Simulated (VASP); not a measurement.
Here is the system:

```
WO3
1.0
    5.33572     0.00000     0.00000
    0.00000     5.33572     0.00000
    0.00000     0.00000     3.91816
W O
2 6
Direct
  0.50000   0.00000   0.94001
  0.00000   0.50000   0.05999
  0.50000   0.00000   0.48788
  0.00000   0.50000   0.51212
  0.25000   0.25000   0.00000
  0.25000   0.75000   0.00000
  0.75000   0.75000   0.00000
  0.75000   0.25000   0.00000
```

Calculation: PBEsol GGA, VASP's PBE PAW potentials (set 64) (plane waves; VASP). Run with 520 eV cut-off, 5×5×6 Γ-centred mesh, tetrahedra with Blöchl corrections, potentials W_sv O.

Unless said otherwise, spin-orbit coupling is left out, though it shifts the bands of the heavy elements here.

### Question
Tabulate the total density of states (states/eV per cell) against energy (eV; zero at the valence-band maximum or, without a gap, the Fermi level).

### Answer

```tsv
E (eV)	DOS (states/eV)
-9.93	0.00
-9.58	0.00
-9.23	0.00
-8.87	0.00
-8.52	0.00
-8.17	0.00
-7.82	0.00
-7.46	0.00
-7.11	1.39
-6.76	4.33
-6.40	3.25
-6.05	3.37
-5.70	4.38
-5.34	4.86
-4.99	4.13
-4.64	5.75
-4.29	5.50
-3.93	7.00
-3.58	7.62
-3.23	6.56
-2.76	5.16
-2.40	2.32
-2.05	3.21
-1.70	8.57
-1.34	9.60
-0.99	6.04
-0.64	5.27
-0.29	2.61
0.07	0.02
0.42	0.00
0.77	0.12
1.13	0.29
1.48	0.76
1.83	1.35
2.19	1.96
2.54	2.25
2.89	2.71
3.24	2.35
3.60	3.29
3.95	4.79
```
Within 2 eV below the valence-band maximum the largest weight inside VASP's projection spheres is O p.

The structure comes from a computed database's WO3 entry (P4/nmm); how it stands against other phases isn't given here. It was relaxed first.
